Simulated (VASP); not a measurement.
An input for Ansatz (written as the equivalent of a VASP run, and not itself run):

Ansatz 0.2 input:
```yaml
crystal:
  lattice:
    - [-2.9196350, 2.9196350, 5.9943500]
    - [2.9196350, -2.9196350, 5.9943500]
    - [2.9196350, 2.9196350, -5.9943500]
  atoms:
    - { symbol: Cd, position: [0.5000000, 0.5000000, 0.0000000] }
    - { symbol: In, position: [0.7500000, 0.2500000, 0.5000000] }
    - { symbol: In, position: [0.2500000, 0.7500000, 0.5000000] }
    - { symbol: Se, position: [0.3434300, 0.3434300, 0.4520200] }
    - { symbol: Se, position: [0.6565700, 0.1085900, 0.0000000] }
    - { symbol: Se, position: [0.8914100, 0.8914100, 0.5479800] }
    - { symbol: Se, position: [0.1085900, 0.6565700, 0.0000000] }
kpoints:
  mp_grid: { grid: [5, 5, 5] }
hamiltonian:
  xc: pbesol
  pseudopotentials: { kind: paw }
scf:
  occupations: { method: gaussian, width: 0.01 }
  max_iter: 100
output: { forces: true, stress: true, eigenvalues: true }
```

Problem. Translate this input to VASP (INCAR, KPOINTS, POSCAR, choice of POTCAR).

Solution. This is not unique; one that fits is 
### POSCAR
```
Cd(InSe2)2
1
   -2.9196350000     2.9196350000     5.9943500000
    2.9196350000    -2.9196350000     5.9943500000
    2.9196350000     2.9196350000    -5.9943500000
Cd In Se
1 2 4
Direct
  0.5000000000   0.5000000000   0.0000000000
  0.7500000000   0.2500000000   0.5000000000
  0.2500000000   0.7500000000   0.5000000000
  0.3434300000   0.3434300000   0.4520200000
  0.6565700000   0.1085900000   0.0000000000
  0.8914100000   0.8914100000   0.5479800000
  0.1085900000   0.6565700000   0.0000000000
```

**INCAR**
```
ALGO = Normal   ! blocked Davidson
SIGMA = 0.01   ! width (eV)
PREC = Accurate
GGA = PS   ! PBEsol
LCHARG = .False.
ISIF = 2   ! forces and stress, cell fixed
LASPH = .True.
NELM = 100   ! most electronic steps
SYSTEM = Cd(InSe2)2
ENCUT = 300   ! plane-wave cut-off (eV)
LREAL = .False.   ! projection in real space or not
LWAVE = .False.
ISMEAR = 0   ! Gaussian
EDIFF = 1E-6   ! SCF stop (eV)
LMAXMIX = 4
```

**KPOINTS**
```
Automatic mesh
0
Gamma
5 5 5
0 0 0
```

POTCAR, in this order: Cd In_d Se (PBE.64 set). Program: vasp_std.

Limits of the translation: each code has its own PAW files, so the cut-off isn't converted (ENCUT is set for VASP's; basis.ecutwfc is left out, and Ansatz then takes the one that its files recommend); Ansatz stops its SCF on the density residual and VASP on the energy change (EDIFF).

The structure comes from a computed database's CdIn2Se4 entry (I-42m); how it stands against other phases isn't given here. The cell was not relaxed at this level. The run is one of a series of settings (KPOINTS 5×5×5 Γ-centred mesh against the base run), some of them coarse on purpose.
